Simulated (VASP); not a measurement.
Consider the following.

```
CELL_PARAMETERS angstrom
      0.00000     2.80800     2.80800
      2.80800     0.00000     2.80800
      2.80800     2.80800     0.00000
ATOMIC_POSITIONS crystal
  Cr 0.00000 0.00000 0.00000
  Al 0.50000 0.50000 0.50000
```
Starting moments (μB, in the order of the record's atoms Cr Al): 3.0 0.0.

All values below come from PBE GGA, VASP's PBE PAW potentials (set 64) (plane waves; VASP). Run with 400 eV cut-off, 10×10×10 Γ-centred mesh, first-order Methfessel-Paxton smearing of 0.10 eV, potentials Cr_pv Al.

Energy and stress use the plane-wave basis of the starting cell. The moments were started parallel, and other spin orders were not tried in this run.

The ions, cell shape and volume are relaxed. Give the cell that the relaxation ends in.

```
CELL_PARAMETERS angstrom
      0.00000     2.45520     2.45520
      2.45520     0.00000     2.45520
      2.45520     2.45520     0.00000
ATOMIC_POSITIONS crystal
  Cr 0.00000 0.00000 0.00000
  Al 0.50000 0.50000 0.50000
```
Space group Fm-3m (225), at a tolerance of 0.03 Å. The cell ends with 0.00 μB, on the sites 0.00 0.00 μB.

How do energy and volume change from the first to the last step?

The energy (σ→0) changes by -205.4 meV/atom and the volume by -33.2 %, in 7 ionic steps.

| step | E(σ→0) (eV) | max force (eV/Å) | pressure (GPa) | volume (Å³) |
|---|---|---|---|---|
| 1 | -11.3400 | 0.000 | -8.62 | 44.28 |
| 2 | -11.6440 | 0.000 | -4.12 | 37.08 |
| 3 | -11.7086 | 0.000 | -2.20 | 34.30 |
| 4 | -11.7486 | 0.000 | 1.68 | 29.16 |
| 5 | -11.7241 | 0.000 | -5.31 | 31.11 |
| 6 | -11.7507 | 0.000 | -0.16 | 29.60 |
| 7 | -11.7507 | 0.000 | 0.09 | 29.60 |

The structure was generated: CrAl was put into the rock salt type (Fm-3m), which need not be its known phase. This run relaxes it. Symmetry was kept, so distortions that lower it aren't found.
